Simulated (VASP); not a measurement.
Here is the system:

```
CELL_PARAMETERS angstrom
      0.00000     2.79090     2.79090
      2.79090     0.00000     2.79090
      2.79090     2.79090     0.00000
ATOMIC_POSITIONS crystal
  Li 0.25000 0.25000 0.25000
  Li 0.75000 0.75000 0.75000
  S  0.00000 0.00000 0.00000
```

Method: PBE GGA with D4 dispersion, VASP's PBE PAW potentials (set 64) (plane waves; VASP 6.6.1). Settings: 520 eV cut-off, 7×7×7 Γ-centred mesh, Gaussian smearing of 0.050 eV, potentials Li_sv S.

Give the stress tensor in GPa (positive for a compressed cell).

```
1.42  0.00  0.00
0.00  1.42  0.00
0.00  0.00  1.42
```
The pressure is its mean diagonal, 1.42 GPa.

The compound is Li2S in the antifluorite structure. This cell is one point of a volume scan, at 0.97 of the reference volume.
